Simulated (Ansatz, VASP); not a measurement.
# Cross-check of SiGe between VASP and Ansatz, part 2 of 3

One calculation is typed for both programs; each brings its own data sets. How far apart do they land? The cell is generated by rule, not measured, and may not be a known phase. The cell is taken from a series of runs on this material, whose earlier steps may have relaxed, scaled, displaced or heated it; both programs get it as it stands.

VASP 6.6.1 and Ansatz 0.2.0.

So far: Set-up; Ansatz: zone-centre phonons, PBEsol.

## Step 3: VASP: zone-centre phonons, PBEsol

Level of this step: PBEsol; plane waves and PAW (Si, Ge_d); invented cell (VASP).

The same cell, functional and mesh now go to VASP, with its own data sets.

Lines of VASP's logs that name or quote its potential files are left out, and so is its time.

INCAR reads:

```
SYSTEM = SiGe
PREC = Accurate
ENCUT = 500
EDIFF = 1E-08
NELM = 120
ISMEAR = 0
SIGMA = 0.01
LREAL = .FALSE.
ALGO = Normal
GGA = PS
NBANDS = 44
LORBIT = 11
LWAVE = .FALSE.
LCHARG = .FALSE.
ISIF = 2
ISYM = 2
IBRION = 8
LASPH = .TRUE.
GGA_COMPAT = .FALSE.
EFERMI = MIDGAP
KPAR = 2
```

POSCAR reads:

```
SiGe
1.0
    5.5438291126     -0.0041473514      0.0000000000
   -0.0041473514      5.5438291126      0.0000000000
    0.0000000000      0.0000000000      5.5420757874
Si Ge
4 4
Direct
    0.5000000000      0.0000000000      0.5052450932
    0.0000000000      0.5000000000      0.5052450932
    0.7500000000      0.2500000000      0.7447549068
    0.2500000000      0.7500000000      0.7447549068
    0.0000000000      0.0000000000      0.9941590013
    0.5000000000      0.5000000000      0.9941590013
    0.2500000000      0.2500000000      0.2558409987
    0.7500000000      0.7500000000      0.2558409987
```

KPOINTS reads:

```
Points of the shifted mesh
216
Reciprocal
 0.0833333333  0.0833333333  0.0833333333 1
 0.0833333333  0.0833333333  0.2500000000 1
 0.0833333333  0.0833333333  0.4166666667 1
 0.0833333333  0.0833333333  0.5833333333 1
 0.0833333333  0.0833333333  0.7500000000 1
 0.0833333333  0.0833333333  0.9166666667 1
 0.0833333333  0.2500000000  0.0833333333 1
 0.0833333333  0.2500000000  0.2500000000 1
 0.0833333333  0.2500000000  0.4166666667 1
 0.0833333333  0.2500000000  0.5833333333 1
 0.0833333333  0.2500000000  0.7500000000 1
 0.0833333333  0.2500000000  0.9166666667 1
 0.0833333333  0.4166666667  0.0833333333 1
 0.0833333333  0.4166666667  0.2500000000 1
 0.0833333333  0.4166666667  0.4166666667 1
 0.0833333333  0.4166666667  0.5833333333 1
 0.0833333333  0.4166666667  0.7500000000 1
 0.0833333333  0.4166666667  0.9166666667 1
 0.0833333333  0.5833333333  0.0833333333 1
 0.0833333333  0.5833333333  0.2500000000 1
 0.0833333333  0.5833333333  0.4166666667 1
 0.0833333333  0.5833333333  0.5833333333 1
 0.0833333333  0.5833333333  0.7500000000 1
 0.0833333333  0.5833333333  0.9166666667 1
 0.0833333333  0.7500000000  0.0833333333 1
 0.0833333333  0.7500000000  0.2500000000 1
 0.0833333333  0.7500000000  0.4166666667 1
 0.0833333333  0.7500000000  0.5833333333 1
 0.0833333333  0.7500000000  0.7500000000 1
 0.0833333333  0.7500000000  0.9166666667 1
 0.0833333333  0.9166666667  0.0833333333 1
 0.0833333333  0.9166666667  0.2500000000 1
 0.0833333333  0.9166666667  0.4166666667 1
 0.0833333333  0.9166666667  0.5833333333 1
 0.0833333333  0.9166666667  0.7500000000 1
 0.0833333333  0.9166666667  0.9166666667 1
 0.2500000000  0.0833333333  0.0833333333 1
 0.2500000000  0.0833333333  0.2500000000 1
 0.2500000000  0.0833333333  0.4166666667 1
 0.2500000000  0.0833333333  0.5833333333 1
 0.2500000000  0.0833333333  0.7500000000 1
 0.2500000000  0.0833333333  0.9166666667 1
 0.2500000000  0.2500000000  0.0833333333 1
 0.2500000000  0.2500000000  0.2500000000 1
 0.2500000000  0.2500000000  0.4166666667 1
 0.2500000000  0.2500000000  0.5833333333 1
 0.2500000000  0.2500000000  0.7500000000 1
 0.2500000000  0.2500000000  0.9166666667 1
 0.2500000000  0.4166666667  0.0833333333 1
 0.2500000000  0.4166666667  0.2500000000 1
 0.2500000000  0.4166666667  0.4166666667 1
 0.2500000000  0.4166666667  0.5833333333 1
 0.2500000000  0.4166666667  0.7500000000 1
 0.2500000000  0.4166666667  0.9166666667 1
 0.2500000000  0.5833333333  0.0833333333 1
 0.2500000000  0.5833333333  0.2500000000 1
 0.2500000000  0.5833333333  0.4166666667 1
 0.2500000000  0.5833333333  0.5833333333 1
 0.2500000000  0.5833333333  0.7500000000 1
 0.2500000000  0.5833333333  0.9166666667 1
 0.2500000000  0.7500000000  0.0833333333 1
 0.2500000000  0.7500000000  0.2500000000 1
 0.2500000000  0.7500000000  0.4166666667 1
 0.2500000000  0.7500000000  0.5833333333 1
 0.2500000000  0.7500000000  0.7500000000 1
 0.2500000000  0.7500000000  0.9166666667 1
 0.2500000000  0.9166666667  0.0833333333 1
 0.2500000000  0.9166666667  0.2500000000 1
 0.2500000000  0.9166666667  0.4166666667 1
 0.2500000000  0.9166666667  0.5833333333 1
 0.2500000000  0.9166666667  0.7500000000 1
 0.2500000000  0.9166666667  0.9166666667 1
 0.4166666667  0.0833333333  0.0833333333 1
 0.4166666667  0.0833333333  0.2500000000 1
 0.4166666667  0.0833333333  0.4166666667 1
 0.4166666667  0.0833333333  0.5833333333 1
 0.4166666667  0.0833333333  0.7500000000 1
 0.4166666667  0.0833333333  0.9166666667 1
 0.4166666667  0.2500000000  0.0833333333 1
 0.4166666667  0.2500000000  0.2500000000 1
 0.4166666667  0.2500000000  0.4166666667 1
 0.4166666667  0.2500000000  0.5833333333 1
 0.4166666667  0.2500000000  0.7500000000 1
 0.4166666667  0.2500000000  0.9166666667 1
 0.4166666667  0.4166666667  0.0833333333 1
 0.4166666667  0.4166666667  0.2500000000 1
 0.4166666667  0.4166666667  0.4166666667 1
 0.4166666667  0.4166666667  0.5833333333 1
 0.4166666667  0.4166666667  0.7500000000 1
 0.4166666667  0.4166666667  0.9166666667 1
 0.4166666667  0.5833333333  0.0833333333 1
 0.4166666667  0.5833333333  0.2500000000 1
 0.4166666667  0.5833333333  0.4166666667 1
 0.4166666667  0.5833333333  0.5833333333 1
 0.4166666667  0.5833333333  0.7500000000 1
 0.4166666667  0.5833333333  0.9166666667 1
 0.4166666667  0.7500000000  0.0833333333 1
 0.4166666667  0.7500000000  0.2500000000 1
 0.4166666667  0.7500000000  0.4166666667 1
 0.4166666667  0.7500000000  0.5833333333 1
 0.4166666667  0.7500000000  0.7500000000 1
 0.4166666667  0.7500000000  0.9166666667 1
 0.4166666667  0.9166666667  0.0833333333 1
 0.4166666667  0.9166666667  0.2500000000 1
 0.4166666667  0.9166666667  0.4166666667 1
 0.4166666667  0.9166666667  0.5833333333 1
 0.4166666667  0.9166666667  0.7500000000 1
 0.4166666667  0.9166666667  0.9166666667 1
 0.5833333333  0.0833333333  0.0833333333 1
 0.5833333333  0.0833333333  0.2500000000 1
 0.5833333333  0.0833333333  0.4166666667 1
 0.5833333333  0.0833333333  0.5833333333 1
 0.5833333333  0.0833333333  0.7500000000 1
 0.5833333333  0.0833333333  0.9166666667 1
 0.5833333333  0.2500000000  0.0833333333 1
 0.5833333333  0.2500000000  0.2500000000 1
 0.5833333333  0.2500000000  0.4166666667 1
 0.5833333333  0.2500000000  0.5833333333 1
 0.5833333333  0.2500000000  0.7500000000 1
 0.5833333333  0.2500000000  0.9166666667 1
 0.5833333333  0.4166666667  0.0833333333 1
 0.5833333333  0.4166666667  0.2500000000 1
 0.5833333333  0.4166666667  0.4166666667 1
 0.5833333333  0.4166666667  0.5833333333 1
 0.5833333333  0.4166666667  0.7500000000 1
 0.5833333333  0.4166666667  0.9166666667 1
 0.5833333333  0.5833333333  0.0833333333 1
 0.5833333333  0.5833333333  0.2500000000 1
 0.5833333333  0.5833333333  0.4166666667 1
 0.5833333333  0.5833333333  0.5833333333 1
 0.5833333333  0.5833333333  0.7500000000 1
 0.5833333333  0.5833333333  0.9166666667 1
 0.5833333333  0.7500000000  0.0833333333 1
 0.5833333333  0.7500000000  0.2500000000 1
 0.5833333333  0.7500000000  0.4166666667 1
 0.5833333333  0.7500000000  0.5833333333 1
 0.5833333333  0.7500000000  0.7500000000 1
 0.5833333333  0.7500000000  0.9166666667 1
 0.5833333333  0.9166666667  0.0833333333 1
 0.5833333333  0.9166666667  0.2500000000 1
 0.5833333333  0.9166666667  0.4166666667 1
 0.5833333333  0.9166666667  0.5833333333 1
 0.5833333333  0.9166666667  0.7500000000 1
 0.5833333333  0.9166666667  0.9166666667 1
 0.7500000000  0.0833333333  0.0833333333 1
 0.7500000000  0.0833333333  0.2500000000 1
 0.7500000000  0.0833333333  0.4166666667 1
 0.7500000000  0.0833333333  0.5833333333 1
 0.7500000000  0.0833333333  0.7500000000 1
 0.7500000000  0.0833333333  0.9166666667 1
 0.7500000000  0.2500000000  0.0833333333 1
 0.7500000000  0.2500000000  0.2500000000 1
 0.7500000000  0.2500000000  0.4166666667 1
 0.7500000000  0.2500000000  0.5833333333 1
 0.7500000000  0.2500000000  0.7500000000 1
 0.7500000000  0.2500000000  0.9166666667 1
 0.7500000000  0.4166666667  0.0833333333 1
 0.7500000000  0.4166666667  0.2500000000 1
 0.7500000000  0.4166666667  0.4166666667 1
 0.7500000000  0.4166666667  0.5833333333 1
 0.7500000000  0.4166666667  0.7500000000 1
 0.7500000000  0.4166666667  0.9166666667 1
 0.7500000000  0.5833333333  0.0833333333 1
 0.7500000000  0.5833333333  0.2500000000 1
 0.7500000000  0.5833333333  0.4166666667 1
 0.7500000000  0.5833333333  0.5833333333 1
 0.7500000000  0.5833333333  0.7500000000 1
 0.7500000000  0.5833333333  0.9166666667 1
 0.7500000000  0.7500000000  0.0833333333 1
 0.7500000000  0.7500000000  0.2500000000 1
 0.7500000000  0.7500000000  0.4166666667 1
 0.7500000000  0.7500000000  0.5833333333 1
 0.7500000000  0.7500000000  0.7500000000 1
 0.7500000000  0.7500000000  0.9166666667 1
 0.7500000000  0.9166666667  0.0833333333 1
 0.7500000000  0.9166666667  0.2500000000 1
 0.7500000000  0.9166666667  0.4166666667 1
 0.7500000000  0.9166666667  0.5833333333 1
 0.7500000000  0.9166666667  0.7500000000 1
 0.7500000000  0.9166666667  0.9166666667 1
 0.9166666667  0.0833333333  0.0833333333 1
 0.9166666667  0.0833333333  0.2500000000 1
 0.9166666667  0.0833333333  0.4166666667 1
 0.9166666667  0.0833333333  0.5833333333 1
 0.9166666667  0.0833333333  0.7500000000 1
 0.9166666667  0.0833333333  0.9166666667 1
 0.9166666667  0.2500000000  0.0833333333 1
 0.9166666667  0.2500000000  0.2500000000 1
 0.9166666667  0.2500000000  0.4166666667 1
 0.9166666667  0.2500000000  0.5833333333 1
 0.9166666667  0.2500000000  0.7500000000 1
 0.9166666667  0.2500000000  0.9166666667 1
 0.9166666667  0.4166666667  0.0833333333 1
 0.9166666667  0.4166666667  0.2500000000 1
 0.9166666667  0.4166666667  0.4166666667 1
 0.9166666667  0.4166666667  0.5833333333 1
 0.9166666667  0.4166666667  0.7500000000 1
 0.9166666667  0.4166666667  0.9166666667 1
 0.9166666667  0.5833333333  0.0833333333 1
 0.9166666667  0.5833333333  0.2500000000 1
 0.9166666667  0.5833333333  0.4166666667 1
 0.9166666667  0.5833333333  0.5833333333 1
 0.9166666667  0.5833333333  0.7500000000 1
 0.9166666667  0.5833333333  0.9166666667 1
 0.9166666667  0.7500000000  0.0833333333 1
 0.9166666667  0.7500000000  0.2500000000 1
 0.9166666667  0.7500000000  0.4166666667 1
 0.9166666667  0.7500000000  0.5833333333 1
 0.9166666667  0.7500000000  0.7500000000 1
 0.9166666667  0.7500000000  0.9166666667 1
 0.9166666667  0.9166666667  0.0833333333 1
 0.9166666667  0.9166666667  0.2500000000 1
 0.9166666667  0.9166666667  0.4166666667 1
 0.9166666667  0.9166666667  0.5833333333 1
 0.9166666667  0.9166666667  0.7500000000 1
 0.9166666667  0.9166666667  0.9166666667 1
```

PAW data sets: Si and Ge_d (PBE family, release 64).

The run is started by

```
mpirun -np 2 vasp_std
```

What it wrote:

```text
[banner, memory and clock lines left out]
running    2 mpi-ranks, on    1 nodes
 distrk:  each k-point on    1 cores,    2 groups
 distr:  one band on    1 cores,    1 groups

 POSCAR found type information on POSCAR SiGe
 POSCAR found :  2 types and       8 ions
|                                                                             |
|               ----> ADVICE to this user running VASP <----                  |
|                                                                             |
|     You enforced a specific xc type in the INCAR file but a different       |
|     [... a line on the potential file left out ...]
|     I HOPE YOU KNOW WHAT YOU ARE DOING!                                     |
|                                                                             |

 LDA part: xc-table for (Slater+PW92), standard interpolation
 POSCAR, INCAR and KPOINTS ok, starting setup
 FFT: planning ... GRIDC
 FFT: planning ... GRID_SOFT
 FFT: planning ... GRID
 WAVECAR not read
 entering main loop
       N       E                     dE             d eps       ncg     rms          rms(c)
DAV:   1     0.713806803305E+03    0.71381E+03   -0.32912E+04 22928   0.344E+03
DAV:   2     0.913333230452E+02   -0.62247E+03   -0.60506E+03 19008   0.900E+02
DAV:   3    -0.348700832367E+02   -0.12620E+03   -0.12318E+03 21148   0.214E+02
DAV:   4    -0.431866403635E+02   -0.83166E+01   -0.82667E+01 23548   0.631E+01
DAV:   5    -0.433851951045E+02   -0.19855E+00   -0.19827E+00 22744   0.108E+01    0.831E+00
DAV:   6    -0.428813187070E+02    0.50388E+00   -0.29240E-01 22204   0.334E+00    0.483E+00
DAV:   7    -0.426442806009E+02    0.23704E+00   -0.41691E-01 21112   0.322E+00    0.341E-01
DAV:   8    -0.426481420610E+02   -0.38615E-02   -0.41183E-02 23656   0.185E+00    0.200E-01
DAV:   9    -0.426488806814E+02   -0.73862E-03   -0.21268E-03 22684   0.252E-01    0.952E-02
DAV:  10    -0.426489909331E+02   -0.11025E-03   -0.12461E-04 27872   0.622E-02    0.503E-02
DAV:  11    -0.426490395999E+02   -0.48667E-04   -0.45247E-05 20664   0.268E-02    0.104E-02
DAV:  12    -0.426490397387E+02   -0.13881E-06   -0.47259E-06 25860   0.205E-02    0.342E-03
DAV:  13    -0.426490402013E+02   -0.46257E-06   -0.98344E-07 22976   0.596E-03    0.993E-04
DAV:  14    -0.426490403131E+02   -0.11184E-06   -0.10632E-07 17936   0.162E-03    0.257E-04
DAV:  15    -0.426490402865E+02    0.26621E-07   -0.10486E-08 14140   0.593E-04    0.271E-04
DAV:  16    -0.426490402660E+02    0.20511E-07   -0.18118E-09 11856   0.303E-04    0.134E-04
DAV:  17    -0.426490402653E+02    0.67666E-09   -0.36529E-10 11736   0.179E-04
   1 F= -.42649040E+02 E0= -.42649040E+02  d E =0.000000E+00
 Linear response reoptimize wavefunctions to high precision
DAV:   1    -0.426490402645E+02    0.86220E-09   -0.21916E-10 11664   0.856E-05
DAV:   2    -0.426490402645E+02    0.10914E-10   -0.48370E-11 11632   0.590E-05
 Linear response DOF=           4
 Linear response progress:
  Degree of freedom:   1/  4
       N       E                     dE             d eps       ncg     rms          rms(c)
RMM:   1    -0.269457858795E-01   -0.26946E-01    0.49607E-03 35587   0.119E+00
RMM:   2    -0.211159158132E-01    0.58299E-02   -0.56398E-03 29940   0.622E-01    0.897E-02
RMM:   3    -0.210781359200E-01    0.37780E-04   -0.56629E-04 31554   0.259E-01    0.514E-02
RMM:   4    -0.211260052940E-01   -0.47869E-04   -0.12628E-04 31568   0.691E-02    0.121E-02
RMM:   5    -0.211276601789E-01   -0.16549E-05   -0.30028E-05 36398   0.302E-02    0.473E-03
RMM:   6    -0.211232180311E-01    0.44421E-05   -0.77321E-06 35079   0.826E-03    0.173E-03
RMM:   7    -0.211221191701E-01    0.10989E-05   -0.26421E-06 36249   0.252E-03    0.576E-04
RMM:   8    -0.211217945473E-01    0.32462E-06   -0.78443E-07 35371   0.929E-04    0.144E-04
RMM:   9    -0.211218458592E-01   -0.51312E-07   -0.46828E-07 36846   0.345E-04    0.397E-05
RMM:  10    -0.211218081470E-01    0.37712E-07   -0.67725E-08 36568   0.139E-04    0.170E-05
RMM:  11    -0.211217928470E-01    0.15300E-07   -0.11430E-07 36496   0.991E-05    0.480E-06
RMM:  12    -0.211217890130E-01    0.38340E-08   -0.96660E-08 37691   0.670E-05    0.166E-06
 first order change of Fermi-energy   0.97910E-06
 force on displaced ion       1 direction 1 : -12.849  -0.201  -0.000
 Linear response progress:
  Degree of freedom:   2/  4
       N       E                     dE             d eps       ncg     rms          rms(c)
RMM:   1    -0.260637435420E-01   -0.26064E-01    0.61816E-03 34436   0.102E+00
RMM:   2    -0.209836097371E-01    0.50801E-02   -0.44631E-03 29928   0.486E-01    0.877E-02
RMM:   3    -0.209563933249E-01    0.27216E-04   -0.32331E-04 31622   0.204E-01    0.506E-02
RMM:   4    -0.210049985238E-01   -0.48605E-04   -0.12728E-04 31648   0.700E-02    0.114E-02
RMM:   5    -0.210037157305E-01    0.12828E-05   -0.13328E-05 35321   0.274E-02    0.478E-03
RMM:   6    -0.209992639845E-01    0.44517E-05   -0.46682E-07 35499   0.926E-03    0.139E-03
RMM:   7    -0.209991512201E-01    0.11276E-06    0.28140E-07 32612   0.378E-03    0.577E-04
RMM:   8    -0.209991532657E-01   -0.20456E-08   -0.16820E-07 36325   0.200E-03    0.156E-04
RMM:   9    -0.209991771211E-01   -0.23855E-07   -0.14020E-07 35344   0.450E-04    0.479E-05
RMM:  10    -0.209991580823E-01    0.19039E-07   -0.15090E-07 36924   0.195E-04    0.250E-05
RMM:  11    -0.209991530969E-01    0.49854E-08   -0.16978E-07 33623   0.119E-04    0.418E-06
RMM:  12    -0.209991400575E-01    0.13039E-07   -0.96999E-08 37432   0.783E-05    0.228E-06
RMM:  13    -0.209991449561E-01   -0.48987E-08   -0.13201E-07 35619   0.643E-05    0.785E-07
RMM:  14    -0.209991435052E-01    0.14510E-08   -0.11956E-07 36463   0.583E-05    0.239E-07
RMM:  15    -0.209991435438E-01   -0.38653E-10   -0.94508E-08 35585   0.547E-05    0.125E-07
 first order change of Fermi-energy  -0.72903E+00
 force on displaced ion       1 direction 3 :   0.000  -0.000 -12.445
 Linear response progress:
  Degree of freedom:   3/  4
       N       E                     dE             d eps       ncg     rms          rms(c)
RMM:   1    -0.192511673934E+00   -0.19251E+00    0.86874E+00 22642   0.405E+01
RMM:   2    -0.199051649919E+00   -0.65400E-02   -0.19037E-02 30488   0.863E-01    0.808E-02
RMM:   3    -0.199337544449E+00   -0.28589E-03   -0.15667E-03 35226   0.281E-01    0.475E-02
RMM:   4    -0.199304909166E+00    0.32635E-04   -0.77504E-05 32864   0.733E-02    0.909E-03
RMM:   5    -0.199307828069E+00   -0.29189E-05   -0.33235E-05 35339   0.312E-02    0.371E-03
RMM:   6    -0.199308900923E+00   -0.10729E-05   -0.58728E-06 34129   0.820E-03    0.136E-03
RMM:   7    -0.199311043354E+00   -0.21424E-05    0.47068E-07 36199   0.284E-03    0.398E-04
RMM:   8    -0.199311766138E+00   -0.72278E-06    0.10013E-08 36641   0.931E-04    0.841E-05
RMM:   9    -0.199311595266E+00    0.17087E-06   -0.12505E-07 34581   0.432E-04    0.400E-05
RMM:  10    -0.199311297368E+00    0.29790E-06   -0.17254E-07 37851   0.258E-04    0.108E-05
RMM:  11    -0.199311349249E+00   -0.51881E-07   -0.25140E-07 36399   0.178E-04    0.688E-06
RMM:  12    -0.199311404842E+00   -0.55592E-07   -0.42294E-07 39266   0.150E-04    0.212E-06
RMM:  13    -0.199311415800E+00   -0.10958E-07   -0.27462E-07 40182   0.139E-04    0.667E-07
RMM:  14    -0.199311416242E+00   -0.44288E-09   -0.35929E-07 39570   0.133E-04    0.420E-07
RMM:  15    -0.199311417234E+00   -0.99133E-09   -0.27789E-07 38091   0.130E-04    0.237E-07
RMM:  16    -0.199311417357E+00   -0.12330E-09   -0.35465E-07 37675   0.128E-04    0.133E-07
RMM:  17    -0.199311418265E+00   -0.90786E-09   -0.29165E-07 36698   0.128E-04    0.801E-08
 first order change of Fermi-energy  -0.27386E-06
 force on displaced ion       5 direction 1 : -12.097   0.144   0.001
 Linear response progress:
  Degree of freedom:   4/  4
       N       E                     dE             d eps       ncg     rms          rms(c)
RMM:   1    -0.191742051648E+00   -0.19174E+00    0.85435E+00 21717   0.401E+01
RMM:   2    -0.199268952070E+00   -0.75269E-02   -0.23230E-02 32251   0.863E-01    0.818E-02
RMM:   3    -0.199468311774E+00   -0.19936E-03   -0.10618E-03 35349   0.222E-01    0.478E-02
RMM:   4    -0.199453910424E+00    0.14401E-04   -0.98811E-05 34276   0.645E-02    0.695E-03
RMM:   5    -0.199448732940E+00    0.51775E-05   -0.16006E-05 33954   0.248E-02    0.335E-03
RMM:   6    -0.199446964223E+00    0.17687E-05   -0.32656E-06 35493   0.752E-03    0.119E-03
RMM:   7    -0.199448348997E+00   -0.13848E-05   -0.14022E-06 34732   0.226E-03    0.358E-04
RMM:   8    -0.199448969812E+00   -0.62081E-06   -0.84043E-07 36860   0.921E-04    0.870E-05
RMM:   9    -0.199448818721E+00    0.15109E-06   -0.43753E-07 37527   0.418E-04    0.410E-05
RMM:  10    -0.199448654472E+00    0.16425E-06   -0.22656E-07 37575   0.249E-04    0.122E-05
RMM:  11    -0.199448635993E+00    0.18479E-07   -0.15587E-07 37261   0.180E-04    0.481E-06
RMM:  12    -0.199448659268E+00   -0.23276E-07   -0.39942E-08 38367   0.149E-04    0.256E-06
RMM:  13    -0.199448665379E+00   -0.61102E-08    0.81780E-08 39226   0.134E-04    0.150E-06
 first order change of Fermi-energy  -0.28967E+00
 force on displaced ion       5 direction 3 :   0.000   0.000 -12.069
 Linear response finished
```

(Continued in part 3 of 3.)

[Lines on the potential files, build, host, timing and source positions are cut from VASP's logs without a mark.]

[Logs are printed without paths, hosts, clocks, repeated set-up lines and the standing remarks that a program may print on its own settings, such as how far it seeks lower states.]

[Hosts, paths, dates, database ids (printed as entryN), source tags and the programs' standing remarks are cut or masked in the printed files.]
